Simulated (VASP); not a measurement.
Data:

```
CELL_PARAMETERS angstrom
      0.00000     1.70072     1.70072
      1.70072     0.00000     1.70072
      1.70072     1.70072     0.00000
ATOMIC_POSITIONS crystal
  Ni 0.00000 0.00000 0.00000
```
Starting moments (μB, in the order of the record's atoms Ni): 0.6.

Computed with LDA (Ceperley-Alder, Perdew-Zunger), VASP's LDA PAW potentials (set 64) (plane waves; VASP). Settings: 500 eV cut-off, 18×18×18 Γ-centred mesh, first-order Methfessel-Paxton smearing of 0.10 eV, potentials Ni.

The ions, cell shape and volume at an external pressure of 10.0 GPa are relaxed. What does this cell relax into?

```
CELL_PARAMETERS angstrom
      0.00000     1.69096     1.69096
      1.69096     0.00000     1.69096
      1.69096     1.69096     0.00000
ATOMIC_POSITIONS crystal
  Ni 0.00000 0.00000 0.00000
```
Space group Fm-3m (225), at a tolerance of 0.03 Å. The cell ends with 0.60 μB, on the sites 0.59 μB.

How do energy and volume change from the first to the last step?

The energy (σ→0) changes by +7.8 meV/atom and the volume by -1.7 %, in 3 ionic steps.

The compound is Ni in the fcc structure. This run relaxes it under an external pressure of 10 GPa. Symmetry was kept, so distortions that lower it aren't found.
